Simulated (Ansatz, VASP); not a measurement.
# PbO (Litharge): VASP beside Ansatz, part 2 of 2

Aim: how closely do two programs agree when they are given the same cell, functional and k mesh?

VASP 6.6.1 and Ansatz 0.2.0.

So far. Step 2 (VASP: band structure, HSE06, spin-orbit coupling): The k-mesh is coarse for exact exchange; levels may shift by about 0.1 eV on a finer one. VASP adds spin-orbit coupling inside the spheres on scalar-relativistic partial waves, which describe the 6p1/2 states imperfectly, so such gaps can be off by a tenth of an eV or more.

**3. Ansatz: band structure, HSE06, spin-orbit coupling**

Level of this step: Ansatz beside VASP: Kohn-Sham DFT, plane waves, HSE06, spin-orbit coupling (Ansatz).

Ansatz runs on its fully relativistic PAW (standard-fr) files.

The same cell, functional, mesh and smearing now go to Ansatz, which takes its cutoff from its data sets.

input.yaml reads:

```yaml
crystal:
  lattice:
    - [3.9776877762, 0.0, 0.0]
    - [0.0, 3.9776877762, 0.0]
    - [0.0, 0.0, 5.0259]
  atoms:
    - { symbol: Pb, position: [0.0, 0.5, 0.7655] }
    - { symbol: Pb, position: [0.5, 0.0, 0.2345] }
    - { symbol: O, position: [0.5, 0.5, 0.0] }
    - { symbol: O, position: [0.0, 0.0, 0.0] }
hamiltonian:
  xc: { exchange: pbe, correlation: pbe, exx: { coeff: 0.25, omega: 0.2 } }
  pseudopotentials: { kind: paw_fr }
magnetization:
  noncollinear: true
  spin_orbit: true
kpoints:
  mp_grid: { grid: [4, 4, 3] }
  band_path:
    path:
      - [0.0, 0.0, 0.0]
      - [0.0, 0.4, 0.0]
      - [0.3, 0.5, 0.0]
      - [0.5, 0.5, 0.0]
      - [0.3, 0.3, 0.0]
      - [0.0, 0.0, 0.1]
      - [0.0, 0.0, 0.5]
      - [0.0, 0.4, 0.5]
      - [0.3, 0.5, 0.5]
      - [0.3, 0.3, 0.5]
      - [0.0, 0.5, 0.1]
      - [0.5, 0.5, 0.0]
      - [0.5, 0.5, 0.5]
    npoints: 1
scf:
  occupations: { method: gaussian, width: 0.02 }
  n_extra_bands: 16
output:
  forces: true
  stress: true
  eigenvalues: true
```

Started as:

```sh
> ansatz run input.yaml --threads 4 --pin off --max-ram 9216MiB --backend cpu --events-out ev --progress --plain --runs-dir out
```

Numbers of over 12 decimals in the logs are rounded to 6 here.

Log:

```text
Warning: output.stress: scf.convergence.dr2_threshold = 1e-7 eV (the SCF's general default) is looser than the 4e-10 eV advised for a printed stress (1e-10 eV for each atom of the cell: 4). What an SCF threshold leaves in a stress goes as its square root, and in the free energy as the threshold itself, and one threshold admits the most on a small cell: [figures from the program's tests cut] Set scf.convergence.dr2_threshold to 4e-10 eV or tighter. The threshold is an SCF's pass mark: one that does not reach it within its budget of iterations ends unconverged, or closes short of it on a stop that the run arms, and scf.convergence.dr2_threshold's page says what that costs each kind of run
Warning: output.stress: scf.exx.energy_threshold = 1e-6 eV is looser than the 4e-8 eV advised for a stress under a hybrid functional (1e-8 eV for each atom of the cell: 4). Every SCF of the exchange loop can meet its threshold on dr2 while the loop round them stops early: no threshold on dr2 bounds what that leaves in the stress. Set scf.exx.energy_threshold to 4e-8 eV or tighter. The threshold is the loop's pass mark: a loop that does not reach it within its budget of cycles ends unconverged, and scf.exx.energy_threshold's page has the law
scf.n_extra_bands = 16 over 40 filled bands (N_el = 40.0): the run solves 56 bands
Engine: ansatz 0.2.0, aarch64-unknown-linux-gnu
Pseudopotentials: kind: paw_fr
Pseudopotential: Pb, paw_fr, valence charge 14, recommended cutoff 420 eV (normal), Pb.paw.azcp#standard-fr
Pseudopotential: O, paw_fr, valence charge 6, recommended cutoff 420 eV (normal), O.paw.azcp#standard-fr
Functional definition: unnamed
  parameter a_1 = 0.25
  parameter omega_1 = 0.2/angstrom
  exchange = pbe_x + (-a_1)*pbe_x_sr(omega_1) + a_1*exact_x_sr(omega_1)
  correlation = pbe_c
non-collinear run that drives no moment, with spin-orbit: no starting moment large enough to seed its density (crystal.atoms[].spin), no starting occupations that ask for one, no magnetisation constraint and no magnetic field, so the semilocal B_xc is pinned to zero
Crystal: 4 atoms, lattice volume = 79.520 Å³
Basis set: ecut = 420 eV, 1577 PW (Γ), exchange–correlation on 54×54×72 points (8 copies of the dense FFT grid, shifted against one another)
Bands: 56, of which v1, the nominal top of the filled ones, is band 40 counted from 1 (39 counted from 0)
Symmetry: 16 space group operations + 16 with time reversal
Magnetic group: BNS 129.412 (UNI 1072), of the structure as read, at distance tolerance 4.3e-5 Å
k-points: 12 of 48
Projection manifold: j_resolved (fully-relativistic pseudo-atomic orbitals)
Non-local potential: Pb, projectors of the file, l = 0: 2, l = 1: 4, l = 2: 4, l = 3: 4
Non-local potential: O, projectors of the file, l = 0: 2, l = 1: 4, l = 2: 2
PAW form: soft (Blöchl's): semilocal exchange-correlation on the pseudo side does not see the compensation charge
PAW frozen core: Pb, regenerated for the run's functional, and the local potential with it (the file was generated under x = pbe(κ = 0.804, μ = 0.219515), c = pbe(β = 0.066725))
PAW frozen core: O, regenerated for the run's functional, and the local potential with it (the file was generated under x = pbe(κ = 0.804, μ = 0.219515), c = pbe(β = 0.066725))
PAW one-centre angular grid: Pb, 590 points (default); XC on 160 Gauss nodes
PAW one-centre angular grid: O, 110 points (default); XC on 64 Gauss nodes
Initial density: superposition of atomic densities (chi_scale 0.1, normalization cell, long waves kept (reshape's long-wave potential 0.12 eV rms))
Initial wavefunctions: pseudopotential atomic-orbital guess
Functional: x = pbe(κ = 0.804, μ = 0.219515), c = pbe(β = 0.066725), warm-up for x = pbe(κ = 0.804, μ = 0.219515) + 0.25 (exact − pbe) at short range (hse, ω = 0.2 Å⁻¹), c = pbe(β = 0.066725)
SCF iter   1: F=—  HF=-25024.399847 eV  |F-HF|=—  |Δ(HF+E_count)|=         —  Δρ=4.46e-2  dr2=1.83e0  dr2_m=0.00e0 (ungated)  ethr=1.00e-1  |M|=0.00e0 ∫|m|=0.00e0 μB  |m|>n=0.0e0 m-floor=0.0e0 τ_xc=0.0e0  β_m=0.30  ⟨swp⟩=5.9  Hψ=2435  notcnv=0
preconditioner: auto → none  [insulator: Δε(μ)=1.508 eV  Ē_g=17.699 eV  σ=0.020 eV  W_gap=1.00  n_scr=18 (ndim 8)  ℏωp=26.3 eV  f_vac=0.000  D(μ)=0.00/eV (n_scr^D=0)]
SCF iter   2: F=—  HF=-25024.031062 eV  |F-HF|=—  |Δ(HF+E_count)|=   3.69e-1  Δρ=2.57e-2  dr2=4.32e-1  dr2_m=0.00e0 (ungated)  ethr=4.57e-3  |M|=0.00e0 ∫|m|=0.00e0 μB  |m|>n=0.0e0 m-floor=0.0e0 τ_xc=0.0e0  β_m=0.37  ⟨swp⟩=3.0  Hψ=1450  notcnv=0
SCF iter   3: F=—  HF=-25024.004019 eV  |F-HF|=—  |Δ(HF+E_count)|=   2.70e-2  Δρ=1.23e-2  dr2=1.48e-1  dr2_m=0.00e0 (ungated)  ethr=1.08e-3  |M|=0.00e0 ∫|m|=0.00e0 μB  |m|>n=0.0e0 m-floor=0.0e0 τ_xc=0.0e0  β_m=0.36  ⟨swp⟩=3.4  Hψ=1820  notcnv=0
SCF iter   4: F=—  HF=-25023.995782 eV  |F-HF|=—  |Δ(HF+E_count)|=   8.24e-3  Δρ=6.62e-3  dr2=1.61e-2  dr2_m=0.00e0 (ungated)  ethr=3.71e-4  |M|=0.00e0 ∫|m|=0.00e0 μB  |m|>n=0.0e0 m-floor=0.0e0 τ_xc=0.0e0  β_m=0.54  ⟨swp⟩=2.6  Hψ=1370  notcnv=0
iter 5 solved again at ethr=1.96e-6 eV; its pass at ethr=4.04e-5 eV (dr2=7.86e-4 eV) is discarded
[...]
SCF iter   5: F=—  HF=-24974.578546 eV  |F-HF|=—  |Δ(HF+E_count)|=   1.75e-4  Δρ=1.74e-4  dr2=2.85e-5  dr2_m=0.00e0 (ungated)  ethr=3.49e-7  |M|=0.00e0 ∫|m|=0.00e0 μB  |m|>n=0.0e0 m-floor=0.0e0 τ_xc=0.0e0  β_m=0.66  ⟨swp⟩=4.0  Hψ=1558  notcnv=0
SCF iter   6: F=-24974.578540 eV  HF=-24974.578541 eV  |F-HF|=8.14e-7  |Δ(HF+E_count)|=   4.81e-6  Δρ=3.50e-5  dr2=2.52e-6  dr2_m=0.00e0 (ungated)  ethr=5.53e-8  |M|=0.00e0 ∫|m|=0.00e0 μB  |m|>n=0.0e0 m-floor=0.0e0 τ_xc=0.0e0  ⟨swp⟩=3.0  Hψ=1278  notcnv=0
SCF 2 stopped early in 6 iterations: F = -24974.578540 eV  dr2 = 2.52e-6
  Residual-converged pass: ⟨swp⟩=4.0  Hψ=1912  notcnv=0  max |occ|·‖R‖ = 4.9e-6 eV (tolerance 6.7e-6 eV)  dr2=2.87e-6  dr2_m=0.00e0 (ungated)  dr2_onsite=9.84e-8  max |Δocc| = 0.0e0
hybrid outer 1: dexx = +1.771e-2 eV, tail = 4.17e-5 eV
Projection manifold: j_resolved (fully-relativistic pseudo-atomic orbitals)
Exchange kernel: α = 0.2500, screened, ω = 0.2000 Å⁻¹, Wigner–Seitz truncation, v(0) = 1110.3101 eV·Å³, q-mesh 4×4×3, nearest image of the exchange supercell L = 15.08 Å, pair-density grid 20×20×24, without the augmentation charges, whose exchange is taken in its separable form by FFT convolution over the k-point mesh (sized by the pseudopotential files, 27×27×36 at the most), smooth part of the exact exchange by density-matrix convolution
Frozen-core exchange: fock
SCF iter   1: F=—  HF=-24974.578332 eV  |F-HF|=—  |Δ(HF+E_count)|=         —  Δρ=5.64e-5  dr2=3.71e-6  dr2_m=0.00e0 (ungated)  ethr=5.22e-7  |M|=0.00e0 ∫|m|=0.00e0 μB  |m|>n=0.0e0 m-floor=0.0e0 τ_xc=0.0e0  β_m=0.30  ⟨swp⟩=4.2  Hψ=1635  notcnv=0
preconditioner: auto → none  [insulator: Δε(μ)=1.903 eV  Ē_g=19.582 eV  σ=0.020 eV  W_gap=1.00  n_scr=18 (ndim 8)  ℏωp=26.3 eV  f_vac=0.044  D(μ)=0.00/eV (n_scr^D=0)]
SCF iter   2: F=—  HF=-24974.578332 eV  |F-HF|=—  |Δ(HF+E_count)|=   1.02e-8  Δρ=4.13e-5  dr2=1.45e-6  dr2_m=0.00e0 (ungated)  ethr=6.92e-9  |M|=0.00e0 ∫|m|=0.00e0 μB  |m|>n=0.0e0 m-floor=0.0e0 τ_xc=0.0e0  β_m=0.42  ⟨swp⟩=4.0  Hψ=1637  notcnv=0
SCF iter   3: F=—  HF=-24974.578332 eV  |F-HF|=—  |Δ(HF+E_count)|=   3.19e-7  Δρ=9.88e-6  dr2=1.20e-7  dr2_m=0.00e0 (ungated)  ethr=3.41e-9  |M|=0.00e0 ∫|m|=0.00e0 μB  |m|>n=0.0e0 m-floor=0.0e0 τ_xc=0.0e0  β_m=0.65  ⟨swp⟩=3.0  Hψ=1376  notcnv=0
SCF iter   4: F=—  HF=-24974.578332 eV  |F-HF|=—  |Δ(HF+E_count)|=   4.81e-7  Δρ=5.56e-6  dr2=3.80e-8  dr2_m=0.00e0 (ungated)  ethr=7.61e-11  |M|=0.00e0 ∫|m|=0.00e0 μB  |m|>n=0.0e0 m-floor=0.0e0 τ_xc=0.0e0  β_m=0.65  ⟨swp⟩=4.2  Hψ=2342  notcnv=0
SCF iter   5: F=—  HF=-24974.578332 eV  |F-HF|=—  |Δ(HF+E_count)|=   8.92e-9  Δρ=1.22e-6  dr2=4.01e-8  dr2_m=0.00e0 (ungated)  ethr=7.61e-11  |M|=0.00e0 ∫|m|=0.00e0 μB  |m|>n=0.0e0 m-floor=0.0e0 τ_xc=0.0e0  β_m=0.74  ⟨swp⟩=2.1  Hψ=1154  notcnv=0
Mixer restart at iter 5: flushing history
SCF iter   6: F=-24974.578332 eV  HF=-24974.578332 eV  |F-HF|=1.20e-10  |Δ(HF+E_count)|=   9.76e-8  Δρ=6.08e-7  dr2=1.88e-10  dr2_m=0.00e0 (ungated)  ethr=3.88e-12  |M|=0.00e0 ∫|m|=0.00e0 μB  |m|>n=0.0e0 m-floor=0.0e0 τ_xc=0.0e0  ⟨swp⟩=4.1  Hψ=1786  notcnv=0
SCF 3 converged in 6 iterations: F = -24974.578332 eV  dr2 = 1.88e-10
  Residual-converged pass: ⟨swp⟩=2.5  Hψ=1175  notcnv=0  max |occ|·‖R‖ = 5.8e-7 eV (tolerance 6.3e-7 eV)  dr2=1.89e-10  dr2_m=0.00e0 (ungated)  dr2_onsite=2.35e-11  max |Δocc| = 0.0e0
  greatest PAW one-centre occupation: 0.982 electrons in one spin orbital (limit 2), on the Pb atom at site 0 (counted from 0), in its partial waves of l = 2
hybrid outer 2: dexx = +4.671e-7 eV, tail = 1.12e-8 eV, Δε = 3.28e-3 eV (about 8.31e-5 eV left of the loop's levels), ΔF = 5.64e-3 eV/Å (tail 6.12e-4)
NSCF: frozen V_eff on 13 k-points
hybrid SCF converged: 2 outer / 12 inner (+6 warm-up), last move |dexx| = 4.67e-7 eV, tail = 1.12e-8 eV
Magnetization: |M| = 0.0000 μB,  M = (+0.0000, +0.0000, +0.0000) μB
Absolute magnetization: 0.0000 μB (∫|m|)
  site 0: m = (+0.0000, +0.0000, +0.0000) μB, |m| = 0.0000 μB  (R = 0.95 Å)
  site 1: m = (+0.0000, +0.0000, +0.0000) μB, |m| = 0.0000 μB  (R = 0.95 Å)
  site 2: m = (+0.0000, +0.0000, +0.0000) μB, |m| = 0.0000 μB  (R = 0.95 Å)
  site 3: m = (+0.0000, +0.0000, +0.0000) μB, |m| = 0.0000 μB  (R = 0.95 Å)
Free energy (F): -24974.578332 eV
Frozen-core exchange: fock
Harris-Foulkes:  -24974.578332 eV  (|F-HF|=1.20e-10)
Internal energy: -24974.578332 eV  (E = F + TS)
E sigma→0 (E₀):  -24974.578332 eV
Fermi energy:    8.937930 eV
--- Per-component energies (eV) ---
  E_band       = -172.569873
  E_kinetic    = 930.920389
  E_local      = -3136.291539  (includes V_loc(G=0)·N_el)
  E_nonlocal   = 796.991783
  E_hartree    = 1255.302375
  E_xc         = -468.491438
  E_vxc        = -360.395827  (∫ρ·V_xc dr)
  E_exx        = -101.969633  (= α·E_x^exact, valence–valence)
  E_paw        = -21180.478210  (= ΣΔE_a)
  E_vpaw       = -710.465304  (= ΣTr[D̂ρ^β])
  E_aug_tail   = 0.004756  (compensation charges beyond the density's cutoff)
  E_ewald      = -3071.178245
  E_core_change = 0.611428  (= ΣΔE_core)
  E_smearing   = -0.000000  (= −TS)
  E_closure    = 0.000000  (closes the sum)
  Σ components = -24974.578332   (vs F -24974.578332, Δ=0.00e0)
--- Forces (eV/Å), atoms counted from 1 ---
  atom   1  Pb     0.00000000     0.00000000     0.13898989
  atom   2  Pb     0.00000000     0.00000000    -0.13898989
  atom   3  O      0.00000000     0.00000000     0.00000000
  atom   4  O      0.00000000     0.00000000    -0.00000000
  max |Σ_I F_I| component: 2.78e-17 eV/Å
--- Stress (GPa, compression-positive) ---
        0.346208       0.000000       0.000000
        0.000000       0.346208       0.000000
        0.000000       0.000000       1.174733
  P = ⅓ Tr σ = 0.6224 GPa (6.224 kbar)
--- Band table (eV; the first three rows and the last of 12) ---
  k-point 0: bands = [... 36 lower, 5.7920, 5.7920, 7.9866, 7.9866, 11.0486, 11.0486, 13.3328, 13.3328, ... 12 higher]
  k-point 1: bands = [... 36 lower, 5.7818, 5.7818, 7.1593, 7.1593, 10.6073, 10.6073, 12.6030, 12.6030, ... 12 higher]
  k-point 2: bands = [... 36 lower, 5.4736, 5.4736, 7.6988, 7.6988, 12.0612, 12.0612, 12.4826, 12.4826, ... 12 higher]
  k-point 11: bands = [... 36 lower, 6.3844, 6.3844, 6.3844, 6.3844, 11.2461, 11.2461, 11.2461, 11.2461, ... 12 higher]
```

The job ended after 4.8 min (4 threads of Arm Neoverse V1, shared host; peak memory 2.2 GiB; 16 min of CPU time).

**4. Side by side**

Known differences besides the potentials themselves: spin-orbit coupling enters by fully relativistic files in Ansatz and inside the spheres in VASP; exact exchange at q = 0 is treated differently, which shows on coarse meshes; VASP keeps PBE cores, Ansatz makes them for the functional; the cutoff is 420 eV in Ansatz and 520 eV in VASP; VASP takes a coarser grid for exact exchange (PRECFOCK = Fast). Total energies have different zeros and are not compared.

Compared:

| quantity | Ansatz | VASP | difference |
| --- | --- | --- | --- |
| gap over the path points (eV) | 1.903 | 1.935 | -0.032 |

Forces (eV/Å; atoms numbered as in POSCAR):

| atom | Ansatz x, y, z | VASP x, y, z |
| --- | --- | --- |
| Pb1 | 0.000, 0.000, 0.139 | 0.000, 0.000, 0.080 |
| Pb2 | 0.000, 0.000, -0.139 | 0.000, 0.000, -0.080 |
| O3 | 0.000, 0.000, 0.000 | 0.000, 0.000, 0.000 |
| O4 | 0.000, 0.000, 0.000 | 0.000, 0.000, 0.000 |

Levels at points of the path, from each program's valence-band top (eV; 8 filled, then empty):

| k (reciprocal lattice) | Ansatz | VASP |
| --- | --- | --- |
| 0.000 0.000 0.000 | -2.43 -2.43 -2.31 -2.31 -2.19 -2.19 0.00 0.00 3.06 3.06 5.35 5.35 6.29 6.29 | -2.38 -2.38 -2.28 -2.28 -2.17 -2.17 0.00 0.00 3.11 3.11 5.58 5.58 6.36 6.36 |
| 0.000 0.400 0.000 | -3.55 -3.55 -3.25 -3.25 -2.48 -2.48 -1.21 -1.21 4.01 4.01 4.40 4.40 6.62 6.62 | -3.50 -3.50 -3.23 -3.23 -2.45 -2.45 -1.19 -1.19 4.05 4.05 4.43 4.43 6.74 6.74 |
| 0.300 0.500 0.000 | -2.45 -2.45 -2.30 -2.30 -1.83 -1.83 -1.73 -1.73 2.81 2.81 2.93 2.93 6.02 6.02 | -2.42 -2.42 -2.27 -2.27 -1.80 -1.80 -1.71 -1.71 2.86 2.86 2.95 2.95 6.08 6.08 |
| 0.500 0.500 0.000 | -1.86 -1.86 -1.86 -1.86 -1.60 -1.60 -1.60 -1.60 1.90 1.90 1.90 1.90 6.22 6.22 | -1.83 -1.83 -1.83 -1.83 -1.57 -1.57 -1.57 -1.57 1.94 1.94 1.94 1.94 6.22 6.22 |
| 0.300 0.300 0.000 | -3.23 -3.23 -2.96 -2.96 -1.78 -1.78 -0.93 -0.93 3.26 3.26 3.68 3.68 5.63 5.63 | -3.19 -3.19 -2.95 -2.95 -1.75 -1.75 -0.91 -0.91 3.30 3.30 3.72 3.72 5.69 5.69 |
| 0.000 0.000 0.100 | -2.44 -2.44 -2.31 -2.31 -2.20 -2.20 -0.07 -0.07 2.96 2.96 5.26 5.26 6.13 6.13 | -2.39 -2.39 -2.29 -2.29 -2.17 -2.17 -0.07 -0.07 3.01 3.01 5.46 5.46 6.20 6.20 |
| 0.000 0.000 0.500 | -2.49 -2.49 -2.35 -2.35 -2.21 -2.21 -1.28 -1.28 2.60 2.60 4.50 4.50 4.84 4.84 | -2.43 -2.43 -2.33 -2.33 -2.18 -2.18 -1.25 -1.25 2.63 2.63 4.56 4.56 4.93 4.93 |
| 0.000 0.400 0.500 | -3.74 -3.74 -3.29 -3.29 -1.32 -1.32 -1.26 -1.26 3.26 3.26 4.26 4.26 6.40 6.40 | -3.71 -3.71 -3.26 -3.26 -1.29 -1.29 -1.23 -1.23 3.30 3.30 4.29 4.29 6.47 6.47 |
| 0.300 0.500 0.500 | -2.14 -2.14 -2.12 -2.12 -1.97 -1.97 -1.82 -1.82 4.20 4.20 4.24 4.24 5.18 5.18 | -2.10 -2.10 -2.09 -2.09 -1.95 -1.95 -1.81 -1.81 4.27 4.27 4.29 4.29 5.21 5.21 |
| 0.300 0.300 0.500 | -3.00 -3.00 -1.98 -1.98 -1.79 -1.79 -1.51 -1.51 3.37 3.37 4.51 4.51 5.01 5.01 | -2.97 -2.97 -1.96 -1.96 -1.75 -1.75 -1.48 -1.48 3.45 3.45 4.53 4.53 5.02 5.02 |

The forces differ by 24 meV/Å r.m.s., which is 74.7 % of the r.m.s. force of 0.03 eV/Å (both taken over all components). Among the levels compared at these points, filled levels agree within 58 meV and empty ones within 231 meV.

**5. Other set-ups**

Further runs change the set-up of one program: Ansatz's method, potentials or start, or VASP's data sets, cutoff or form of LDA. The table gives Ansatz less VASP for each quantity, since a change that brings one quantity closer may part another.

| run | r.m.s. force difference (meV/Å) | gap over the path points (eV) |
| --- | --- | --- |
| as above | 24 | -0.032 |
| cores kept as stored | 23 | -0.032 |

**6. What came out**

```
r.m.s. force difference (band structure, HSE06, spin-orbit coupling) : 24 meV/Å
```

The r.m.s. force difference is 24 meV/Å (band structure, HSE06, spin-orbit coupling), beyond the 12 meV/Å picked in this series as the mark of a large difference. For band structure, HSE06, spin-orbit coupling, no further run moves any of the tabulated differences by more than a quarter of its size. 2 further runs of this series are not shown here. How closely two codes agree says nothing of how well the functional describes the real material.

[Lines on the potential files, build, host, timing and source positions are cut from VASP's logs without a mark.]

[Logs are printed without paths, hosts, clocks, repeated set-up lines and the standing remarks that a program may print on its own settings, such as how far it seeks lower states.]

[Hosts, paths, dates, database ids (printed as entryN), source tags and the programs' standing remarks are cut or masked in the printed files.]
